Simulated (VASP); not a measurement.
These are PBEsol GGA, VASP's PBE PAW potentials (set 64) (plane waves; VASP) values and carry that method's errors.

The input files of a VASP run:

**POSCAR**
```
GaN(110) slab
1
    5.1800056344     0.0000000000     0.0000000000
    0.0000000000     5.5114622623     0.0000000000
    0.0000000000     0.0000000000    24.5087233797
Ga N
12 12
Direct
  0.0208457518   0.8825855870   0.6537838324
  0.5208457518   0.6174144130   0.6537838324
  0.9961997409   0.4140313189   0.5997365484
  0.4961997409   0.0859686811   0.5997365484
  0.9973604023   0.9159644370   0.5317186317
  0.4973604023   0.5840355630   0.5317186317
  0.9973604023   0.4159644370   0.4682813683
  0.4973604023   0.0840355630   0.4682813683
  0.9961997409   0.9140313189   0.4002634516
  0.4961997409   0.5859686811   0.4002634516
  0.0208457518   0.3825855870   0.3462161676
  0.5208457518   0.1174144130   0.3462161676
  0.3698619441   0.9196308176   0.6631265448
  0.8698619441   0.5803691824   0.6631265448
  0.3721820231   0.4163040484   0.5979329797
  0.8721820231   0.0836959516   0.5979329797
  0.3745501380   0.9183103753   0.5328106791
  0.8745501380   0.5816896247   0.5328106791
  0.3745501380   0.4183103753   0.4671893209
  0.8745501380   0.0816896247   0.4671893209
  0.3721820231   0.9163040484   0.4020670203
  0.8721820231   0.5836959516   0.4020670203
  0.3698619441   0.4196308176   0.3368734552
  0.8698619441   0.0803691824   0.3368734552
```

### KPOINTS
```
Automatic mesh
0
Gamma
4 4 1
0 0 0
```

**INCAR**
```
ALGO=Normal
DIPOL=0.5 0.5 0.5
EDIFF=1E-6
ENCUT=450
GGA=PS
IDIPOL=3
ISMEAR=0
LASPH=T
LCHARG=F
LDIPOL=T
LMAXMIX=4
LORBIT=11
LREAL=Auto
LVHAR=T
LWAVE=F
NELM=100
NELMIN=4
PREC=Normal
SIGMA=0.05
SYSTEM=GaN(110) slab
```

POTCAR, in this order: Ga_d N (PBE.64 set). Program: vasp_std. Read from the step before: WAVECAR.

The resulting files:

OSZICAR:
```
       N       E                     dE             d eps       ncg     rms          rms(c)
DAV:   1    -0.150963050720E+03   -0.15096E+03   -0.14932E-05  2412   0.115E-01    0.283E-03
DAV:   2    -0.150963049736E+03    0.98385E-06   -0.64358E-06  2468   0.542E-02    0.190E-03
DAV:   3    -0.150963049194E+03    0.54210E-06   -0.14013E-06  1756   0.161E-02    0.120E-03
DAV:   4    -0.150963049346E+03   -0.15179E-06   -0.30480E-06  1988   0.749E-03
   1 F= -.15096305E+03 E0= -.15096305E+03  d E =-.319628E-16
```

### OUTCAR
```
------------------------ aborting loop because EDIFF is reached ----------------------------------------
  FORCE on cell =-STRESS in cart. coord.  units (eV):
  Direction    XX          YY          ZZ          XY          YZ          ZX
  --------------------------------------------------------------------------------------
  Total        1.8808271      1.0994422     -2.1148994      0.0000000      0.0000000      0.0000000
  in kB        4.3066710      2.5174754     -4.8426439      0.0000000      0.0000000      0.0000000
  external PRESSURE =       0.6605009 kB  Pullay stress =       0.0000000 kB
  volume of cell :      699.71
      direct lattice vectors                 reciprocal lattice vectors
     5.180005634  0.000000000  0.000000000     0.193049983  0.000000000  0.000000000
     0.000000000  5.511462262  0.000000000     0.000000000  0.181440052  0.000000000
     0.000000000  0.000000000 24.508723380     0.000000000  0.000000000  0.040801799
 POSITION                                       TOTAL-FORCE (eV/Angst)
 -----------------------------------------------------------------------------------
      0.10798      4.86434     16.02341        -0.003080     -0.001298     -0.002179
      2.69798      3.40286     16.02341        -0.003080      0.001298     -0.002179
      5.16032      2.28192     14.69878         0.001352     -0.002478     -0.005131
      2.57032      0.47381     14.69878         0.001352      0.002478     -0.005131
      5.16633      5.04830     13.03174        -0.005112     -0.003362      0.008646
      2.57633      3.21889     13.03174        -0.005112      0.003362      0.008646
      5.16633      2.29257     11.47698        -0.005112     -0.003362     -0.008646
      2.57633      0.46316     11.47698        -0.005112      0.003362     -0.008646
      5.16032      5.03765      9.80995         0.001352     -0.002478      0.005131
      2.57032      3.22954      9.80995         0.001352      0.002478      0.005131
      0.10798      2.10861      8.48532        -0.003080     -0.001298      0.002179
      2.69798      0.64713      8.48532        -0.003080      0.001298      0.002179
      1.91589      5.06851     16.25239         0.011096     -0.009596     -0.016881
      4.50589      3.19868     16.25239         0.011096      0.009596     -0.016881
      1.92790      2.29444     14.65457        -0.003334     -0.001499      0.005250
      4.51791      0.46129     14.65457        -0.003334      0.001499      0.005250
      1.94017      5.06123     13.05851        -0.000923      0.008332     -0.000922
      4.53017      3.20596     13.05851        -0.000923     -0.008332     -0.000922
      1.94017      2.30550     11.45021        -0.000923      0.008332      0.000922
      4.53017      0.45023     11.45021        -0.000923     -0.008332      0.000922
      1.92790      5.05018      9.85415        -0.003334     -0.001499     -0.005250
      4.51791      3.21702      9.85415        -0.003334      0.001499     -0.005250
      1.91589      2.31278      8.25634         0.011096     -0.009596      0.016881
      4.50589      0.44295      8.25634         0.011096      0.009596      0.016881
 -----------------------------------------------------------------------------------
    total drift:                                0.001488      0.000000     -0.000125
  FREE ENERGIE OF THE ION-ELECTRON SYSTEM (eV)
  ---------------------------------------------------
  free  energy   TOTEN  =      -150.9630493459 eV

  energy  without entropy=     -150.9630493459  energy(sigma->0) =     -150.96304935

 total charge

# of ion       s       p       d       tot
------------------------------------------
    1        0.861   0.889  10.166  11.917
    2        0.861   0.889  10.166  11.917
    3        0.791   0.910  10.187  11.888
    4        0.791   0.910  10.187  11.888
    5        0.791   0.902  10.178  11.870
    6        0.791   0.902  10.178  11.870
    7        0.791   0.902  10.178  11.870
    8        0.791   0.902  10.178  11.870
    9        0.791   0.910  10.187  11.888
   10        0.791   0.910  10.187  11.888
   11        0.861   0.889  10.166  11.917
   12        0.861   0.889  10.166  11.917
   13        1.245   2.442   0.000   3.687
   14        1.245   2.442   0.000   3.687
   15        1.228   2.490   0.000   3.718
   16        1.228   2.490   0.000   3.718
   17        1.225   2.487   0.000   3.712
   18        1.225   2.487   0.000   3.712
   19        1.225   2.487   0.000   3.712
   20        1.225   2.487   0.000   3.712
   21        1.228   2.490   0.000   3.718
   22        1.228   2.490   0.000   3.718
   23        1.245   2.442   0.000   3.687
   24        1.245   2.442   0.000   3.687
--------------------------------------------------
tot         24.559  40.479 122.125 187.163
```
(Selected blocks of OUTCAR.)

At this cut-off the stress carries a Pulay error, which pulls relaxed volumes low.

The cell is a thin slab with vacuum, built from GaN (wurtzite): (110) face.
